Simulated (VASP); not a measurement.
Here is the system:

```xyz
1
Lattice="3.1428 0.0000 0.0000 0.0000 3.1428 0.0000 0.0000 0.0000 3.1428" Properties=species:S:1:pos:R:3 pbc="T T T"
Tm     0.0000     0.0000     0.0000
```

Computed with PBEsol GGA with spin-orbit coupling, VASP's PBE PAW potentials (set 64) (plane waves; VASP). Settings: 400 eV cut-off, 10×10×10 Γ-centred mesh, Gaussian smearing of 0.050 eV, potentials Tm_3.

The 4f electrons are frozen in the core of the lanthanide potential, so 4f levels, which can set the real gap, and their magnetism are missing.

Q: What does the run give for the energy per atom (σ→0), band gap (over mesh and band path) with the smallest direct gap where there is one?

A: 
```json
{
  "band gap (over mesh and band path)": "none (metal, semimetal or under 0.01 eV)",
  "energy per atom (σ→0)": "-4.362 eV/atom"
}
```

Only differences to runs with the same potentials and settings are physical.

The structure was generated: Tm was put into the simple-cubic type (Pm-3m), which need not be its known phase. It was relaxed first, which changed the volume by -8 %.
